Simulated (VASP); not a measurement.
Input:

```yaml
crystal:
  lattice:
    - [-2.96555, 2.96555, 1.61485]
    - [2.96555, -2.96555, 1.61485]
    - [2.96555, 2.96555, -1.61485]
  atoms:
    - { symbol: Sn, position: [0.25000, 0.75000, 0.50000] }
    - { symbol: Sn, position: [0.00000, 0.00000, 0.00000] }
```

Computed with PW91 GGA, VASP's PBE PAW potentials (set 64) (plane waves; VASP 6.6.1). Settings: 520 eV cut-off, 13×13×13 Γ-centred mesh, first-order Methfessel-Paxton smearing of 0.10 eV, potentials Sn_d.

Unless said otherwise, spin-orbit coupling is left out, though it shifts the bands of the heavy elements here.

### Question
Predict the energy per atom (σ→0), band gap (on the k-mesh) with the smallest direct gap where there is one.

### Answer

| Item | Value |
|---|---|
| band gap (on the k-mesh) | none (metal, semimetal or under 0.01 eV) |
| energy per atom (σ→0) | -3.833 eV/atom |

The absolute energy has meaning only against runs of the same code, potentials and settings.

The compound is Sn in the beta structure. It was relaxed first, which changed the volume by +5 %.
